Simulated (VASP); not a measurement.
These are PBE GGA, VASP's PBE PAW potentials (set 64) (plane waves; VASP 6.6.1) values and carry that method's errors.

The input files of a VASP run:

### POSCAR
```
CdS
4.1960720
  0.5000000101  -0.8660253787   0.0000000000
  0.5000000101   0.8660253787   0.0000000000
  0.0000000000   0.0000000000   1.6241140375
Cd S
2 2
Cartesian
  0.5000000101  -0.2886757036   0.8120618325
  0.5000000101   0.2886757036   0.0000048137
  0.5000000101  -0.2886757036   1.4243431972
  0.5000000101   0.2886757036   0.6122861784
```

KPOINTS:
```
Automatic
0
Gamma
  11 11 6
0 0 0
```

INCAR:
```
LCHARG=F
NBANDS=66
LREAL=F   # projection in real space or not
LWAVE=F
PREC=Accurate
EDIFF=1E-7   # SCF stop (eV)
GGA=PE   # PBE
NEDOS=1001
CSHIFT=0.1
LOPTICS=T
SIGMA=0.01
SYSTEM=CdS
ALGO=Normal   # blocked Davidson
LASPH=T
ISMEAR=0   # Gaussian
ENCUT=400
NELM=100   # most electronic steps
LMAXMIX=4
```

POTCAR, in this order: Cd S (PBE.64 set). Program: vasp_std.

The resulting files:

File OSZICAR:
```
       N       E                     dE             d eps       ncg     rms          rms(c)
DAV:   1     0.271755560091E+03    0.27176E+03   -0.12401E+04  8488   0.407E+02
DAV:   2     0.266438410637E+01   -0.26909E+03   -0.23637E+03  9642   0.149E+02
DAV:   3    -0.133007116358E+02   -0.15965E+02   -0.15756E+02 10116   0.400E+01
DAV:   4    -0.133964654418E+02   -0.95754E-01   -0.95717E-01  9672   0.320E+00
DAV:   5    -0.133969904493E+02   -0.52501E-03   -0.52499E-03  9902   0.210E-01    0.108E+01
DAV:   6    -0.123314582199E+02    0.10655E+01   -0.30222E-01 11548   0.544E+00    0.866E+00
DAV:   7    -0.122939464270E+02    0.37512E-01   -0.25680E-01  9800   0.135E+00    0.391E+00
DAV:   8    -0.122934492236E+02    0.49720E-03   -0.25338E-02  9472   0.798E-01    0.423E-01
DAV:   9    -0.122935854091E+02   -0.13619E-03   -0.20528E-03  9886   0.286E-01    0.137E-01
DAV:  10    -0.122937169789E+02   -0.13157E-03   -0.30487E-04  9578   0.874E-02    0.108E-01
DAV:  11    -0.122939087032E+02   -0.19172E-03   -0.22252E-04  9234   0.412E-02    0.667E-02
DAV:  12    -0.122939064017E+02    0.23015E-05   -0.43306E-06  9508   0.592E-03    0.195E-02
DAV:  13    -0.122939105270E+02   -0.41253E-05   -0.25967E-06  9304   0.425E-03    0.718E-03
DAV:  14    -0.122939104002E+02    0.12674E-06   -0.18632E-07 10214   0.118E-03    0.332E-03
DAV:  15    -0.122939104448E+02   -0.44614E-07   -0.27821E-08  8336   0.469E-04
   1 F= -.12293910E+02 E0= -.12293910E+02  d E =-.156625E-14
 imaginary and real dielectric function
```

**OUTCAR**
```
------------------------ aborting loop because EDIFF is reached ----------------------------------------
  FORCE on cell =-STRESS in cart. coord.  units (eV):
  Direction    XX          YY          ZZ          XY          YZ          ZX
  --------------------------------------------------------------------------------------
  Total       -0.0096784     -0.0096784      0.0542061     -0.0000000      0.0000000      0.0000000
  in kB       -0.1492233     -0.1492233      0.8357623     -0.0000000      0.0000000      0.0000000
  external PRESSURE =       0.1791052 kB  Pullay stress =       0.0000000 kB
  volume of cell :      103.91
      direct lattice vectors                 reciprocal lattice vectors
     2.098036042 -3.633904843  0.000000000     0.238318117 -0.137593036  0.000000000
     2.098036042  3.633904843  0.000000000     0.238318117  0.137593036  0.000000000
     0.000000000  0.000000000  6.814899438     0.000000000  0.000000000  0.146737308
  FREE ENERGIE OF THE ION-ELECTRON SYSTEM (eV)
  ---------------------------------------------------
  free  energy   TOTEN  =       -12.2939104448 eV

  energy  without entropy=      -12.2939104448  energy(sigma->0) =      -12.29391044

 plasma frequency squared (from intraband transitions) (eV^2)
  --------------------------------------------------------------------------------------
       0.000       0.000       0.000
       0.000       0.000       0.000
       0.000       0.000       0.000

 plasma frequency squared (from interband transitions, int dw w eps(2)(w)) (eV^2)
  --------------------------------------------------------------------------------------
     297.305       0.000      -0.000       0.000       0.000       0.000
      -0.000      -0.000     297.305       0.000       0.000       0.000
       0.000      -0.000       0.000      -0.000     297.359       0.000
```
(Selected blocks of OUTCAR.)

The dielectric response may not be converged in the k-mesh; for small gaps it tends to come out too large.

The compound is CdS in the wurtzite structure. It was relaxed first.
